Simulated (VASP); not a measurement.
Shape and ions are relaxed at each volume.

Data:

```
MgB2
1.0
    1.53469    -2.65815     0.00000
    1.53469     2.65815     0.00000
    0.00000     0.00000     3.47993
Mg B
1 2
Cartesian
  0.00000   0.00000   0.00000
  1.53469   0.88605   1.73997
  1.53469  -0.88605   1.73997
```

Calculation: MS2 meta-GGA, VASP's PBE PAW potentials (set 64) (plane waves; VASP). Settings: 520 eV cut-off, 11×11×9 Γ-centred mesh, first-order Methfessel-Paxton smearing of 0.10 eV, potentials Mg B.

Give the energy at these volumes per atom, relative to the lowest: 8.88, 9.17, 9.45, 9.73, 10.02 Å³.

18.2, 4.5, 0.0, 3.3, 13.4 meV/atom. A third-order Birch-Murnaghan fit gives B0 = 147 GPa and B0′ = 4.2.

The compound is MgB2 in the AlB2 type structure. It was relaxed first.
